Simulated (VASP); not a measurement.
Input for VASP

### INCAR
```
# general
SYSTEM   = BeTe
PREC     = Accurate
ENCUT    = 520
LREAL    = .FALSE.
LASPH    = .TRUE.

# electronic loop
EDIFF    = 1E-7
NELM     = 100
ALGO     = Normal
LMAXMIX  = 4

# smearing
ISMEAR   = -5

# functional
GGA      = MK
LUSE_VDW = .TRUE.
AGGAC    = 0.0
PARAM1   = 0.1234568
PARAM2   = 0.7114
ZAB_VDW  = -1.8867

# ions
ISIF     = 2

# output
LWAVE    = .FALSE.
LCHARG   = .TRUE.
LORBIT   = 11
NEDOS    = 601
```

File POSCAR:
```
BeTe
5.6485120
  0.0000000000   0.4999999670   0.4999999670
  0.4999999670   0.0000000000   0.4999999670
  0.4999999670   0.4999999670   0.0000000000
Be Te
1 1
Cart
  0.0000000000   0.0000000000   0.0000000000
  0.2499999835   0.2499999835   0.2499999835
```

KPOINTS:
```
Automatic mesh
0
Gamma
9 9 9
0 0 0
```

POTCAR, in this order: Be Te (PBE.64 set). Program: vasp_std.

Task: Translate this rev-vdW-DF2 calculation to Quantum ESPRESSO's pw.x.

Result: One equivalent input (not run):
```
&CONTROL
  calculation = 'scf'
  pseudo_dir = './pseudo'
  outdir = './out'
  tprnfor = .true.
  tstress = .true.
/
&SYSTEM
  ibrav = 0
  nat = 2
  ntyp = 2
  ecutwfc = 88
  occupations = 'tetrahedra'
  input_dft = 'vdw-df2-b86r'
/
&ELECTRONS
  conv_thr = 7.3e-09
  electron_maxstep = 100
/
ATOMIC_SPECIES
  Be 9.012 Be.upf
  Te 127.600 Te.upf
CELL_PARAMETERS angstrom
     0.0000000    2.8242558    2.8242558
     2.8242558    0.0000000    2.8242558
     2.8242558    2.8242558    0.0000000
ATOMIC_POSITIONS crystal
  Be   0.0000000  0.0000000  0.0000000
  Te   0.2500000  0.2500000  0.2500000
K_POINTS automatic
  9 9 9 0 0 0
```
What does not carry over: the potentials are each code's own (VASP's PAW set, PseudoDojo norm-conserving files in pw.x), so ENCUT and ecutwfc are chosen apart and not converted; conv_thr bounds pw.x's estimated SCF error, while EDIFF bounds the energy change between steps.

The compound is BeTe in the zinc blende structure. It was relaxed first.
